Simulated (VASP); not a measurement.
A cell of Tb (hcp) near equilibrium:

```
Tb
1.0
    1.78002    -3.08309     0.00000
    1.78002     3.08309     0.00000
    0.00000     0.00000     5.56512
Tb
2
Cartesian
  1.78002   1.02770   1.39128
  1.78002  -1.02770   4.17384
```

All values below come from PBEsol GGA, VASP's PBE PAW potentials (set 64) (plane waves; VASP).

The 4f electrons are frozen in the core of the lanthanide potential, so 4f levels, which can set the real gap, and their magnetism are missing.

```
run               ΔE (meV/atom)   σxx   σyy    σzz  largest shear component, with its sign (GPa)  largest force (eV/Å)
----------------  -------------  ----  ----  -----  --------------------------------------------  --------------------
as it is                    0.0  0.06  0.06  -0.18                                          0.00                 0.000
after one change            0.2  0.05  0.05  -0.16                                         -0.07                 0.024
```
Stress is in GPa, positive when the cell is compressed.

Task: Which change was made?
A. uniaxial strain of +3.0 % along z
B. atom 2 (Tb) moved by 0.025 Å along x
C. biaxial strain of +4.0 % in the yz plane

Result: B, atom 2 (Tb) moved by 0.025 Å along x

The compound is Tb in the hcp structure.
